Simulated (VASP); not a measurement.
Given:

GaSb is modelled in the cubic space group F-43m (No. 216), the zinc blende structure, Pearson symbol cF8. Cell: a = b = c = 6.2868 Å, α = β = γ = 90.00°. Ga on 4a has 4 Sb at 2.722 Å (tetrahedral). Sb on 4d is surrounded by 4 Ga at 2.722 Å (tetrahedral). (Neighbours: up to the widest gap in distance over summed covalent radii, below 1.35, at either atom; cation-cation and far metal-metal contacts left out.)
(The calculation used a cell of 2 atoms; values per cell refer to that cell.)

All values below come from RPBE GGA, VASP's PBE PAW potentials (set 64) (plane waves; VASP). Run with 520 eV cut-off, 10×10×10 Γ-centred mesh, first-order Methfessel-Paxton smearing of 0.10 eV, potentials Ga_d Sb.

### Question
Give the energy at these volumes per atom, relative to the lowest: 29.21, 30.15, 31.08, 32.01, 32.94 Å³.

### Answer
15.5, 3.6, 0.0, 3.4, 12.8 meV/atom. A third-order Birch-Murnaghan fit gives B0 = 40.2 GPa and B0′ = 4.8.

Measured: bulk modulus 57.0 GPa (computed value off by -29.5 %), as given by Cormac Toher et al., Physical Review Materials (2017), arXiv:1611.05714; a 6.096 Å at 300 K (computed value off by +3.1 %), as given by I. Vurgaftman et al., Journal of Applied Physics (2001), doi:10.1063/1.1368156. The calculation is for a static lattice, while the measured bulk modulus, a hold thermal and zero-point effects, which are part of the difference.

The compound is GaSb in the zinc blende structure. It was relaxed first, which changed the volume by +9 %.
